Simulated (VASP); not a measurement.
Input of a VASP 6.6.1 run:

Contents of INCAR:

```
SYSTEM = Rb3Ba
  ALGO = Normal
  EDIFF = 1E-6
  ENCUT = 520
  GGA = PE
  ISIF = 2
  ISMEAR = 0
  LASPH = .True.
  LCHARG = .False.
  LREAL = .False.
  LWAVE = .False.
  NBANDS = 26
  NELM = 80
  PREC = Accurate
  SIGMA = 0.1
```

Contents of KPOINTS:

```
k-points
0
Gamma
  12 12 12
  0 0 0
```

POSCAR

```
Rb3Ba
1.0
    0.0000000000      5.5144300000      5.5144300000
    5.5144300000      0.0000000000      5.5144300000
    5.5144300000      5.5144300000      0.0000000000
Rb Ba
3 1
Direct
    0.2500000000      0.2500000000      0.2500000000
    0.7500000000      0.7500000000      0.7500000000
    0.5000000000      0.5000000000      0.5000000000
    0.0000000000      0.0000000000      0.0000000000
```

Potentials or basis: VASP PAW PBE potentials, release 64 (Rb_sv, Ba_sv).

Launch:

```sh
$ cat potpaw_PBE.64/Rb_sv/POTCAR potpaw_PBE.64/Ba_sv/POTCAR > POTCAR
$ mpirun -np 1 vasp_std > vasp.out
```

(1) What does it give for the band gap on the k mesh?

(2) Predict the pressure.

Answers

(1) none (metal or under the smearing width).

(2) 0.0 GPa.
